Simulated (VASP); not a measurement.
Here is the system:

```
CELL_PARAMETERS angstrom
      2.70076     0.00000     0.00000
      0.00000     2.70076     0.00000
      0.00000     0.00000     2.70076
ATOMIC_POSITIONS crystal
  Al 0.00000 0.00000 0.00000
```

These are PBEsol GGA, VASP's PBE PAW potentials (set 64) (plane waves; VASP) values and carry that method's errors. Run with 400 eV cut-off, 12×12×12 Γ-centred mesh, first-order Methfessel-Paxton smearing of 0.10 eV, potentials Al.

Question: Estimate the energy per atom (σ→0), band gap (on the k-mesh) with the smallest direct gap where there is one.

Answer: 
| Item | Value |
|---|---|
| band gap (on the k-mesh) | none (metal, semimetal or under 0.01 eV) |
| energy per atom (σ→0) | -3.688 eV/atom |

Only differences to runs with the same potentials and settings are physical.

The structure was generated: Al was put into the simple-cubic type (Pm-3m), which need not be its known phase. It was relaxed first, which changed the volume by +6 %. The start is the result of an earlier pass.
